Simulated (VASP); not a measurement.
Computed with PBE GGA, VASP's PBE PAW potentials (set 64) (plane waves; VASP 6.6.1).

Input for VASP

File POSCAR:
```
KBr
4.6669050
  0.0000000000   0.7071067442   0.7071067442
  0.7071067442   0.0000000000   0.7071067442
  0.7071067442   0.7071067442   0.0000000000
K Br
1 1
Cart
  0.0000000000   0.0000000000   0.0000000000
  0.7071067442   0.7071067442   0.7071067442
```

File KPOINTS:
```
Regular mesh
0
G
6 6 6
0 0 0
```

INCAR:
```
! general
SYSTEM  = KBr
PREC    = Accurate
ENCUT   = 400
LREAL   = .False.
LASPH   = .True.

! electronic loop
EDIFF   = 1E-5
NELM    = 100
ALGO    = Normal
LMAXMIX = 4

! smearing
ISMEAR  = 0
SIGMA   = 0.05

! functional
GGA     = PE

! ions
ISIF    = 2

! output
LWAVE   = .False.
LCHARG  = .False.
```

POTCAR, in this order: K_sv Br (PBE.64 set). Program: vasp_std.

**Question.** Estimate the energy per atom (σ→0), band gap (on the k-mesh).

**Answer.** 
The energy per atom (σ→0) is -3.107 eV/atom and the band gap (on the k-mesh) is 4.43 eV.

**OSZICAR**
```
...
DAV:   5    -0.638761187630E+01   -0.16121E-02   -0.16120E-02   500   0.863E-01    0.313E+00
DAV:   6    -0.621585490687E+01    0.17176E+00   -0.28292E-01   464   0.277E+00    0.229E+00
DAV:   7    -0.620437714489E+01    0.11478E-01   -0.13691E-01   480   0.213E+00    0.106E+00
DAV:   8    -0.621363925100E+01   -0.92621E-02   -0.15373E-02   508   0.101E+00    0.127E-01
DAV:   9    -0.621423614467E+01   -0.59689E-03   -0.62285E-04   500   0.165E-01    0.819E-02
DAV:  10    -0.621470536798E+01   -0.46922E-03   -0.55151E-04   440   0.164E-01    0.171E-02
DAV:  11    -0.621471054453E+01   -0.51765E-05   -0.15843E-05   484   0.259E-02
   1 F= -.62147105E+01 E0= -.62147105E+01  d E =-.155175E-13
```

The compound is KBr in the rock salt structure. The cell was not relaxed at this level. The run is one of a series of settings (EDIFF = 1E-5 against the base run), some of them coarse on purpose.
